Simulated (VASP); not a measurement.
Input:

```xyz
71
Lattice="4.8683 -8.4322 0.0000 4.8683 8.4322 0.0000 0.0000 0.0000 10.5563" Properties=species:S:1:pos:R:3 pbc="T T T"
Ga     1.6322    -0.9377     2.6438
Ga     1.6218     0.9402    10.5546
Ga     1.6002    -0.9320     7.9188
Ga     1.6441     0.9304     5.3027
Ga     3.2423     1.8739     2.6364
Ga     3.2463     3.7480     0.0052
Ga     3.2465     1.8718     7.9220
Ga     3.2452     3.7475     5.2779
Ga     4.8713     4.6871     2.6450
Ga     4.8647     6.5567     0.0029
Ga     4.8647     4.6828     7.9248
Ga     4.8758     6.5482     5.2949
Ga     3.2488    -3.7357     2.6445
Ga     3.2462    -1.8722    10.5435
Ga     3.2381    -3.7688     7.9191
Ga     4.8845    -0.9270     2.6049
Ga     4.8713     0.9424     0.0039
Ga     4.8733    -0.9339     7.9172
Ga     4.8789     0.9656     5.2813
Ga     6.4998     1.8862     2.6490
Ga     6.4884     3.7469     0.0030
Ga     6.4925     1.8681     7.9202
Ga     6.4857     3.7601     5.2951
Ga     4.8731    -6.5541     2.6465
Ga     4.8705    -4.6858     0.0003
Ga     4.8682    -6.5576     7.9233
Ga     4.8725    -4.6604     5.3029
Ga     6.4898    -3.7501     2.6372
Ga     6.4967    -1.8742     0.0042
Ga     6.4894    -3.7458     7.9224
Ga     6.5210    -1.8786     5.2818
Ga     8.1275    -0.9347     2.6487
Ga     8.1144     0.9373     0.0076
Ga     8.1097    -0.9327     7.9205
Ga     8.1216     0.9419     5.2747
N      1.4754    -0.8517     4.5809
N      1.6252     0.9413     1.9829
N      1.6125    -0.9319     9.9231
N      1.6235     0.9420     7.2816
N      3.2551     1.8652     4.6279
N      3.2468     3.7484     1.9944
N      3.2499     1.8746     9.9067
N      3.2424     3.7458     7.2664
N      4.8624     4.6816     4.6350
N      4.8718     6.5555     1.9860
N      4.8659     4.6830     9.9092
N      4.8554     6.5537     7.2776
N      3.2454    -3.9148     4.5814
N      3.2607    -1.8631     1.9964
N      3.2453    -3.7578     9.9239
N      3.2339    -1.8802     7.5062
N      4.8725     0.9461     1.9950
N      4.8795    -0.9302     9.9201
N      4.8685     0.9290     7.2551
N      6.4931     1.8782     4.6352
N      6.4902     3.7542     1.9865
N      6.4919     1.8721     9.9077
N      6.4801     3.7390     7.2782
N      4.8800    -6.5501     4.6365
N      4.8726    -4.6822     1.9841
N      4.8667    -6.5583     9.9085
N      4.8725    -4.6857     7.2818
N      6.4888    -3.7345     4.6282
N      6.5005    -1.8743     1.9954
N      6.4942    -3.7449     9.9076
N      6.4845    -1.8695     7.2553
N      8.1182    -0.9363     4.6351
N      8.1171     0.9396     1.9975
N      8.1117    -0.9349     9.9079
N      8.1155     0.9382     7.2671
O      5.0706    -0.8199     4.5402
```

Calculation: HSE06 screened hybrid, VASP's PBE PAW potentials (set 64) (plane waves; VASP). Run with PREC = Normal, LREAL = Auto, ISYM = 0, EDIFF = 1E-5, 400 eV cut-off, 1×1×1 Γ-centred mesh, Gaussian smearing of 0.050 eV, potentials Ga N O. Starting moments (MAGMOM): 71*0.0282. The cell's moment is fixed (NUPDOWN = 2).

The supercell is sampled at Γ alone, which is coarse: total energies, pressure and levels can be off, energies of defects by several tenths of an eV.

Task: Estimate the cell moment, energy per atom (σ→0).

Result: 
```
Quantity                       Result
---------------------  --------------
cell moment                   2.00 μB
energy per atom (σ→0)  -7.300 eV/atom
```

Task: Give the moment on each site (PAW-sphere projection).

Result: 
| site | moment (μB) |
|---|---|
| Ga1 | -0.01 |
| Ga2 | 0.00 |
| Ga3 | -0.01 |
| Ga4 | -0.01 |
| Ga5 | 0.00 |
| Ga6 | 0.00 |
| Ga7 | 0.00 |
| Ga8 | 0.00 |
| Ga9 | 0.00 |
| Ga10 | 0.00 |
| Ga11 | 0.00 |
| Ga12 | -0.01 |
| Ga13 | -0.01 |
| Ga14 | -0.01 |
| Ga15 | -0.01 |
| Ga16 | 0.00 |
| Ga17 | 0.00 |
| Ga18 | -0.01 |
| Ga19 | 0.00 |
| Ga20 | 0.00 |
| Ga21 | 0.00 |
| Ga22 | 0.00 |
| Ga23 | -0.01 |
| Ga24 | 0.00 |
| Ga25 | 0.00 |
| Ga26 | 0.00 |
| Ga27 | -0.01 |
| Ga28 | 0.00 |
| Ga29 | 0.00 |
| Ga30 | 0.00 |
| Ga31 | 0.00 |
| Ga32 | 0.00 |
| Ga33 | 0.00 |
| Ga34 | 0.00 |
| Ga35 | 0.00 |
| N36 | 0.40 |
| N37 | 0.01 |
| N38 | 0.03 |
| N39 | 0.00 |
| N40 | 0.00 |
| N41 | 0.00 |
| N42 | 0.00 |
| N43 | 0.00 |
| N44 | 0.00 |
| N45 | 0.01 |
| N46 | 0.00 |
| N47 | 0.00 |
| N48 | 0.40 |
| N49 | 0.01 |
| N50 | 0.03 |
| N51 | 0.48 |
| N52 | 0.00 |
| N53 | 0.02 |
| N54 | 0.00 |
| N55 | 0.02 |
| N56 | 0.01 |
| N57 | 0.00 |
| N58 | 0.00 |
| N59 | 0.08 |
| N60 | 0.01 |
| N61 | 0.00 |
| N62 | 0.00 |
| N63 | 0.00 |
| N64 | 0.00 |
| N65 | 0.00 |
| N66 | 0.00 |
| N67 | 0.02 |
| N68 | 0.00 |
| N69 | 0.00 |
| N70 | 0.00 |
| O71 | 0.00 |

Only differences to runs with the same potentials and settings are physical.

The cell is a supercell with a defect, built from GaN (wurtzite): O_N-vac_Ga. The cell's shape comes from a PBE relaxation.
